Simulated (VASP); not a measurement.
Set up this calculation in VASP 6.6.1, as the native input.

```
Task                   : single point
Functional             : LDA
Potentials or basis    : VASP PAW LDA potentials, release 64 (Ge_d)
Cutoff                 : 520 eV
k mesh                 : 9 × 9 × 9
Occupations            : fermi-dirac, width 0.05 eV
Spin                   : no spin polarisation
Further INCAR settings : ALGO = Fast; EDIFF = 1e-06; NBANDS = 21
```

The structure of Ge lies in POSCAR:

```
Ge
1.0
    0.0000000000      2.8289100000      2.8289100000
    2.8289100000      0.0000000000      2.8289100000
    2.8289100000      2.8289100000      0.0000000000
Ge
2
Direct
    0.0000000000      0.0000000000      0.0000000000
    0.2500000000      0.2500000000      0.2500000000
```

These files were run (other wordings do the same):

INCAR

```
PREC = Accurate
ENCUT = 520
EDIFF = 1E-6
ISMEAR = -1
SIGMA = 0.05
LREAL = False
LASPH = True
NELM = 100
ALGO = Fast
ISIF = 2
LWAVE = False
LCHARG = True
LVHAR = True
NBANDS = 21
KPAR = 4
```

KPOINTS

```
Automatic mesh
0
Gamma
  9 9 9
```

Potentials or basis: VASP PAW LDA potentials, release 64 (Ge_d).

Command:

```console
$ cat potpaw_LDA.64/Ge_d/POTCAR > POTCAR
$ mpirun -np 4 vasp_std > vasp.out
```

It gave:

The pressure is -0.8 GPa and the band gap on the k mesh is none (metal or under the smearing width).

Caveat: this crystal is a semiconductor, whose small gap the functional closes, so the metal is an error of the method.

Wall time 11 s on 4 MPI ranks on Intel(R) Xeon(R) Platinum 8259CL CPU @ 2.50GHz (Skylake/Cascade Lake), on a shared host, peak memory 0.15 GiB a rank.
